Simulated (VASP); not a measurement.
Li4GeN2, 7 atoms in the cell. Symmetry: Imm2, No. 44, orthorhombic system. The conventional cell has a = 3.386 Å, b = 10.002 Å, c = 4.900 Å, α = 90.00°, β = 90.00°, γ = 90.00°. Around Li (site symmetry m) lie 3 N at 2.07 to 2.36 Å and 3 Li at 2.33 to 2.36 Å. Li (site symmetry m) has 3 N at 1.94 to 2.06 Å as nearest neighbours. Ge (site symmetry mm2) has 2 N at 1.85 Å as nearest neighbours. N (site symmetry m) has 1 Ge at 1.85 Å and 5 Li at 1.94 to 2.07 Å as nearest neighbours. The cell was built by a generator and needn't be a form met in nature.

| Property | Result |
| --- | --- |
| Program | VASP 6.6.1 |
| Task | band structure |
| Functional | PBE |
| Potentials or basis | VASP PAW PBE potentials, release 64 (Li_sv, Ge_d, N) |
| Cutoff | 520 eV |
| k mesh | 10 × 10 × 10 |
| Occupations | gaussian, width 0.1 eV |
| Spin | no spin polarisation |
| Further INCAR settings | ALGO = Normal; EDIFF = 1e-06 |

Potentials or basis: VASP PAW PBE potentials, release 64 (Li_sv, Ge_d, N).

Run with:

```console
$ cat potpaw_PBE.64/Li_sv/POTCAR potpaw_PBE.64/Ge_d/POTCAR potpaw_PBE.64/N/POTCAR > POTCAR
$ cp INCAR.step1 INCAR
$ cp KPOINTS.step1 KPOINTS
$ mpirun -np 2 vasp_std > vasp.out
$ cp INCAR.step2 INCAR
$ cp KPOINTS.step2 KPOINTS
$ mpirun -np 2 vasp_std > vasp.out
```

Hardware: 2 MPI ranks on Intel(R) Xeon(R) Platinum 8488C (Sapphire Rapids) (shared host).

Task: Estimate the wall time of this run.

Result: Wall time 8.3 min on 2 MPI ranks on Intel(R) Xeon(R) Platinum 8488C (Sapphire Rapids) (shared host), peak memory 0.54 GiB a rank. Counts: scf iterations 9, k points 195.
